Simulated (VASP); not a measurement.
```
KMgF3
1.0
    3.97847     0.00000     0.00000
    0.00000     3.97847     0.00000
    0.00000     0.00000     3.97847
K Mg F
1 1 3
Direct
  0.49652   0.50768   0.50172
  0.99816   0.00383   0.99925
  0.00598   0.49305   0.00291
  0.50156   0.99730   0.99819
  0.99779   0.99814   0.49793
```

Calculation: PBEsol GGA, VASP's PBE PAW potentials (set 64) (plane waves; VASP). Settings: 400 eV cut-off, 7×7×7 Γ-centred mesh, Gaussian smearing of 0.050 eV, potentials K_sv Mg F.

At this cut-off the stress carries a Pulay error, which pulls relaxed volumes low.

**Question.** What does the run give for the energy per atom (σ→0), pressure, largest force?

**Answer.** 
The energy per atom (σ→0) is -5.063 eV/atom. The pressure comes out as -7.90 GPa and the largest force comes out as 0.398 eV/Å.

The structure comes from a computed database's KMgF3 entry; how it stands against other phases isn't given here. The cell was not relaxed at this level, atoms are displaced from their ideal sites.
